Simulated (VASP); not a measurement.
Consider the following.

```
CELL_PARAMETERS angstrom
     -1.58627     1.58627     1.58627
      1.58627    -1.58627     1.58627
      1.58627     1.58627    -1.58627
ATOMIC_POSITIONS crystal
  Nb 0.00000 0.00000 0.00000
```

Level of theory: PBEsol GGA, VASP's PBE PAW potentials (set 64) (plane waves; VASP). Settings: 500 eV cut-off, 16×16×16 Γ-centred mesh, first-order Methfessel-Paxton smearing of 0.10 eV, potentials Nb_sv.

Energy and stress use the plane-wave basis of the starting cell.

### Question
The ions, cell shape and volume at an external pressure of 30.0 GPa are relaxed. Predict the relaxed structure.

### Answer

```
CELL_PARAMETERS angstrom
     -1.56686     1.56686     1.56686
      1.56686    -1.56686     1.56686
      1.56686     1.56686    -1.56686
ATOMIC_POSITIONS crystal
  Nb 0.00000 0.00000 0.00000
```
Space group Im-3m (229), at a tolerance of 0.03 Å.

### Question
How do energy and volume change from the first to the last step?

### Answer
The energy (σ→0) changes by +89.7 meV/atom and the volume by -3.6 %, in 4 ionic steps.

| step | E(σ→0) (eV) | max force (eV/Å) | pressure (GPa) | volume (Å³) |
|---|---|---|---|---|
| 1 | -10.8668 | 0.000 | 19.92 | 15.97 |
| 2 | -10.2937 | 0.000 | 66.95 | 13.75 |
| 3 | -10.7828 | 0.000 | 29.39 | 15.42 |
| 4 | -10.7770 | 0.000 | 29.97 | 15.39 |

The compound is Nb in the bcc structure. This run relaxes it under an external pressure of 30 GPa. Symmetry was kept, so distortions that lower it aren't found.
